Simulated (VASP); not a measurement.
C:

```xyz
4
Lattice="2.4610 0.0000 0.0000 -1.2305 2.1313 0.0000 0.0000 0.0000 6.7080" Properties=species:S:1:pos:R:3 pbc="T T T"
C     0.0000    0.0000    1.6770
C     0.0000    1.4209    1.6770
C     0.0000    0.0000    5.0310
C     1.2305    0.7104    5.0310
```

The cell was built by a generator and needn't be a form met in nature.

Base run:

| Quantity | Value |
| --- | --- |
| Program | VASP 6.6.1 |
| Functional | vdW-DF |
| Potentials or basis | VASP PAW PBE potentials, release 64 (C) |
| Cutoff | 520 eV |
| k mesh | 16 × 16 × 4 |
| Occupations | fermi-dirac, width 0.05 eV |
| Spin | no spin polarisation |

Its results: band gap on the k mesh 0.56 eV, direct; pressure 6.5 GPa.

After a change of settings the same cell gave: band gap on the k mesh 0.54 eV, direct; pressure 1.4 GPa. Which change was it?
A. functional from vdW-DF to SCAN
B. functional from vdW-DF to rev-vdW-DF2
C. functional from vdW-DF to vdW-DF2
D. functional from vdW-DF to PBEsol

B.

Caveats: the PAW data sets were made with another functional, which shifts forces and pressure a little.

Runs at the PBE level aren't shown here.
